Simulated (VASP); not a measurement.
# LiCuAuO2 under changes of volume

One of the cells (13.959 Å³/atom); the others are scaled copies at fixed shape and fractional positions:

```
CELL_PARAMETERS angstrom
2.85396 -1.66686 0.00000
2.85396 1.66686 0.00000
-2.05128 0.00000 7.33584
ATOMIC_POSITIONS crystal
Au 0.98375 0.98375 0.94830
Cu 0.53811 0.53811 0.63867
O 0.87808 0.87808 0.65117
O 0.08049 0.08049 0.22148
Li 0.42581 0.42581 0.24872
```

The cell comes from a database or a generator and needn't be the stable form of this composition.

```yaml
Program: VASP 6.6.1
Functional: PBE
Potentials_or_basis: VASP PAW PBE potentials, release 64 (Au, Cu, O, Li_sv)
Cutoff: 520 eV
k_mesh: 9 × 9 × 4
Occupations: fermi-dirac, width 0.05 eV
Spin: no spin polarisation
```

| volume (Å³/atom) | energy over the lowest point (meV/atom) | largest force (eV/Å) |
| --- | --- | --- |
| 12.864 | ? | ? |
| 13.138 | 6.26 | 0.212 |
| 13.412 | 0.59 | 0.044 |
| 13.959 | 0.00 | 0.438 |
| 14.233 | 4.28 | 0.615 |
| 14.507 | 11.17 | 0.777 |

Q: What does the run at 12.864 Å³/atom give?

A: Energy over the lowest point 16.12 meV/atom; largest force 0.473 eV/Å.

Worked out: A Birch-Murnaghan fit of order 3 (a polynomial in V^(-2/3)) to the other rows has its minimum at 13.70 Å³/atom with B0 = V·E''(V) = 96 GPa and B' = 5.0 at fixed shape and positions, which overstates the stiffness. It gives 16.13 meV/atom at 12.864 Å³/atom, against the run's 16.12.

Energies are extrapolated to zero smearing.

Caveats: the cutoff is under 1.25 times the usual one of these potentials, so pressure, stress and relaxed cells hold a basis-set (Pulay) error; an odd number of electrons without spin polarisation forces a metal; a magnetic or distorted state may lie lower; the run has no spin polarisation, though such a crystal can be magnetic.
